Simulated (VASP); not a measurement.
Level of theory: PBEsol GGA, VASP's PBE PAW potentials (set 64) (plane waves; VASP).

VASP input:

### INCAR
```
SYSTEM = Be3ZnTe4
PREC = Accurate
ENCUT = 400
EDIFF = 1E-6
NELM = 100
ALGO = Normal
LREAL = .FALSE.
LASPH = .TRUE.
ISMEAR = 0
SIGMA = 0.05
GGA = PS
LMAXMIX = 4
LWAVE = .FALSE.
LCHARG = .FALSE.
IBRION = 2
ISIF = 3
NSW = 60
EDIFFG = -0.02
```

File POSCAR:
```
Be3ZnTe4
1
   -0.0000000000     2.8661255263     2.8661255263
    2.8661255263    -0.0000000000     2.8661255263
   11.4641970591    11.4641970591     0.0003050461
Zn Te Be
1 4 3
Direct
  0.0033605760   0.0033605760   0.9974795680
  0.2330726339   0.2330726339   0.0751955246
  0.2446907392   0.2446907392   0.3164819456
  0.2544904670   0.2544904670   0.5591321497
  0.2656130904   0.2656130904   0.8007901822
  0.9896004277   0.9896004277   0.2577996792
  0.0000901310   0.0000901310   0.4999324017
  0.0090819348   0.0090819348   0.7431885489
```

**KPOINTS**
```
Automatic mesh
0
Gamma
6 6 2
0 0 0
```

POTCAR, in this order: Zn Te Be (PBE.64 set). Program: vasp_std.

The resulting files:

File OSZICAR:
```
       N       E                     dE             d eps       ncg     rms          rms(c)
DAV:   1     0.192755011350E+03    0.19276E+03   -0.14584E+04  1144   0.116E+03
DAV:   2    -0.147593610178E+02   -0.20751E+03   -0.20250E+03  1364   0.242E+02
DAV:   3    -0.306585124527E+02   -0.15899E+02   -0.15756E+02  1410   0.753E+01
DAV:   4    -0.310143210652E+02   -0.35581E+00   -0.35548E+00  1534   0.114E+01
DAV:   5    -0.310238706469E+02   -0.95496E-02   -0.95483E-02  1568   0.172E+00    0.870E+00
DAV:   6    -0.304641511307E+02    0.55972E+00   -0.15072E+00  1444   0.353E+01    0.574E+00
DAV:   7    -0.303734854934E+02    0.90666E-01   -0.84532E-01  1478   0.541E+00    0.182E+00
DAV:   8    -0.303731345740E+02    0.35092E-03   -0.30876E-02  1542   0.108E+00    0.568E-01
DAV:   9    -0.303718201689E+02    0.13144E-02   -0.92429E-03  1440   0.946E-01    0.238E-01
DAV:  10    -0.303717104348E+02    0.10973E-03   -0.17088E-03  1454   0.546E-01    0.104E-01
DAV:  11    -0.303717696587E+02   -0.59224E-04   -0.34107E-04  1430   0.235E-01    0.310E-02
DAV:  12    -0.303717787853E+02   -0.91266E-05   -0.63251E-05  1462   0.914E-02    0.109E-02
DAV:  13    -0.303717833546E+02   -0.45693E-05   -0.14031E-05  1482   0.367E-02    0.722E-03
DAV:  14    -0.303717837012E+02   -0.34657E-06   -0.47170E-06  1336   0.327E-02
   1 F= -.30371784E+02 E0= -.30371784E+02  d E =-.303718E+02
       N       E                     dE             d eps       ncg     rms          rms(c)
DAV:   1    -0.303723553375E+02   -0.57198E-03   -0.14596E-02  1214   0.657E-01    0.119E-01
DAV:   2    -0.303721750980E+02    0.18024E-03   -0.52585E-04  1556   0.219E-01    0.546E-02
DAV:   3    -0.303720918724E+02    0.83226E-04   -0.95784E-05  1522   0.707E-02    0.307E-02
DAV:   4    -0.303720712136E+02    0.20659E-04   -0.56597E-05  1508   0.513E-02    0.814E-03
DAV:   5    -0.303720722011E+02   -0.98751E-06   -0.13193E-05  1284   0.254E-02    0.807E-03
DAV:   6    -0.303720721958E+02    0.52128E-08   -0.19387E-07   698   0.347E-03
   2 F= -.30372072E+02 E0= -.30372072E+02  d E =-.288495E-03
       N       E                     dE             d eps       ncg     rms          rms(c)
DAV:   1    -0.303722138215E+02   -0.14162E-03   -0.49380E-03  1200   0.382E-01    0.704E-02
DAV:   2    -0.303721520478E+02    0.61774E-04   -0.17601E-04  1558   0.126E-01    0.316E-02
DAV:   3    -0.303721234128E+02    0.28635E-04   -0.32951E-05  1544   0.416E-02    0.175E-02
DAV:   4    -0.303721165062E+02    0.69066E-05   -0.19235E-05  1540   0.302E-02    0.467E-03
DAV:   5    -0.303721168249E+02   -0.31872E-06   -0.43658E-06  1128   0.146E-02
   3 F= -.30372117E+02 E0= -.30372117E+02  d E =-.333124E-03
       N       E                     dE             d eps       ncg     rms          rms(c)
DAV:   1    -0.303722209976E+02   -0.10449E-03   -0.91547E-03  1168   0.535E-01    0.376E-02
DAV:   2    -0.303722256127E+02   -0.46151E-05   -0.18428E-04  1528   0.119E-01    0.113E-02
DAV:   3    -0.303722245599E+02    0.10528E-05   -0.84660E-06  1438   0.179E-02    0.851E-03
DAV:   4    -0.303722240990E+02    0.46090E-06   -0.82536E-07   982   0.725E-03
   4 F= -.30372224E+02 E0= -.30372224E+02  d E =-.107274E-03
```

File OUTCAR:
```
------------------------ aborting loop because EDIFF is reached ----------------------------------------
  FORCE on cell =-STRESS in cart. coord.  units (eV):
  Direction    XX          YY          ZZ          XY          YZ          ZX
  --------------------------------------------------------------------------------------
  Total       -0.0076862     -0.0076862     -0.0076862     -0.0039469      0.0039469      0.0039469
  in kB       -0.0654035     -0.0654035     -0.0654035     -0.0335848      0.0335848      0.0335848
  external PRESSURE =      -0.0654035 kB  Pullay stress =       0.0000000 kB
  volume of cell :      188.29
      direct lattice vectors                 reciprocal lattice vectors
    -0.000000000  2.863611727  2.863611727    -0.174472279  0.174737075  0.174472279
     2.863611727  0.000000000  2.863611727     0.174737075 -0.174472279  0.174472279
    11.471857715 11.471857715 -0.017410808     0.043551871  0.043551871 -0.043551871
 POSITION                                       TOTAL-FORCE (eV/Angst)
 -----------------------------------------------------------------------------------
     11.45116     11.45116      0.00328        -0.001063     -0.001063      0.001063
      1.53190      1.53190      1.33171         0.005394      0.005394     -0.005394
      4.33118      4.33118      1.39604         0.010982      0.010982     -0.010982
      7.14257      7.14257      1.44827        -0.001717     -0.001717      0.001717
      9.94781      9.94781      1.50664        -0.004778     -0.004778      0.004778
      5.79256      5.79256      5.66188         0.002975      0.002975     -0.002975
      8.60031      8.60031      5.71775        -0.004049     -0.004049      0.004049
      8.54874      8.54874      0.04209        -0.007744     -0.007744      0.007744
 -----------------------------------------------------------------------------------
    total drift:                                0.000359      0.000359     -0.000371
  FREE ENERGIE OF THE ION-ELECTRON SYSTEM (eV)
  ---------------------------------------------------
  free  energy   TOTEN  =       -30.3722240990 eV

  energy  without entropy=      -30.3722240990  energy(sigma->0) =      -30.37222410

 reached required accuracy - stopping structural energy minimisation
```
(Selected blocks of OUTCAR.)

**CONTCAR**
```
Be3ZnTe4
   1.00000000000000
    -0.0000000000000000    2.8636117268301167    2.8636117268301167
     2.8636117268301167    0.0000000000000000    2.8636117268301167
    11.4718577151047203   11.4718577151047203   -0.0174108077842500
  Zn              Te              Be
     1     4     3
Direct
     0.0036053158065931    0.0036053158065931    0.9972960131450569
     0.2327521568206608    0.2327521568206608    0.0754358824095031
     0.2447173948247536    0.2447173948247536    0.3164619538814401
     0.2545736361651263    0.2545736361651263    0.5590697728261509
     0.2655013136443879    0.2655013136443879    0.8008740147667073
     0.9893754990114132    0.9893754990114132    0.2579683757164361
     0.9998666254671942    0.9998666254671942    0.5001000308496052
     0.0096080582598708    0.0096080582598708    0.7427939563050986
```

**OUTCAR**
```
 val. band max:        4.8378414168   @ k =   0.0000   0.0000   0.0000

 cond. band min:       6.4287423712   @ k =   0.5000   0.0000   0.0000


 Fermi energy:         5.0791011458

 k-point     1 :       0.0000    0.0000    0.0000
  band No.  band energies     occupation
      1      -7.6881      2.00000
      2      -7.2175      2.00000
      3      -7.1050      2.00000
      4      -6.4138      2.00000
      5      -2.3481      2.00000
      6      -2.3481      2.00000
      7      -2.2895      2.00000
      8      -2.1274      2.00000
      9      -2.1274      2.00000
     10      -1.0044      2.00000
     11       1.1285      2.00000
     12       1.3380      2.00000
     13       3.3409      2.00000
     14       3.3409      2.00000
     15       3.7189      2.00000
     16       3.7189      2.00000
     17       4.0630      2.00000
     18       4.0630      2.00000
     19       4.5391      2.00000
     20       4.8378      2.00000
     21       4.8378      2.00000
     22       7.2384      0.00000
     23       7.4560      0.00000
     24       7.5620      0.00000
     25       7.7270      0.00000
     26       8.2017      0.00000

 k-point     2 :       0.1667    0.0000    0.0000
  band No.  band energies     occupation
      1      -7.4457      2.00000
      2      -7.1556      2.00000
      3      -6.7712      2.00000
      4      -6.3214      2.00000
      5      -2.3397      2.00000
      6      -2.3274      2.00000
      7      -2.2735      2.00000
      8      -2.1367      2.00000
      9      -2.1254      2.00000
     10      -0.6509      2.00000
     11       0.5157      2.00000
     12       1.8720      2.00000
     13       2.1048      2.00000
     14       2.3015      2.00000
     15       2.7061      2.00000
     16       2.8645      2.00000
     17       3.2453      2.00000
     18       3.4376      2.00000
     19       3.7718      2.00000
     20       4.2325      2.00000
     21       4.4734      2.00000
     22       7.3976      0.00000
...
```

Unless said otherwise, spin-orbit coupling is left out, though it shifts the bands of the heavy elements here.

The structure was generated: Be3ZnTe4 was put into an ordered model structure (R3m), which need not be its known phase. This run relaxes it. Symmetry was kept, so distortions that lower it aren't found. The start is the result of an earlier pass.
